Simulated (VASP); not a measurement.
WSe2, 3 atoms in the cell. The cell holds a slab with vacuum, 3 atoms: a = 3.252 Å, b = 3.252 Å, c = 21.346 Å, α = 90.00°, β = 90.00°, γ = 120.00°. 

```yaml
Program: VASP 6.6.1
Task: relaxation of cell and atoms
Functional: LDA
Potentials_or_basis: VASP PAW LDA potentials, release 64 (Se, W_sv)
Cutoff: 600 eV
k_mesh: 12 × 12 × 1
Occupations: gaussian, width 0.03 eV
Spin: no spin polarisation
Further_INCAR_settings: ALGO = Normal; EDIFF = 1e-07; IBRION = 2; EDIFFG = -0.005; NSW = 90; ISIF = 3
```

Potentials or basis: VASP PAW LDA potentials, release 64 (Se, W_sv).

Launch:

```console
$ cat potpaw_LDA.64/Se/POTCAR potpaw_LDA.64/W_sv/POTCAR > POTCAR
$ mpirun -np 1 vasp_std > vasp.out
```

Hardware: 1 thread of Intel(R) Xeon(R) 6975P-C (Granite Rapids), on a shared host.

How long does it take, and how much memory?

Wall time 88 s on 1 thread of Intel(R) Xeon(R) 6975P-C (Granite Rapids), with other jobs on the host, peak memory 0.34 GiB. Counts: scf iterations 36, k points 19, ion steps 3.
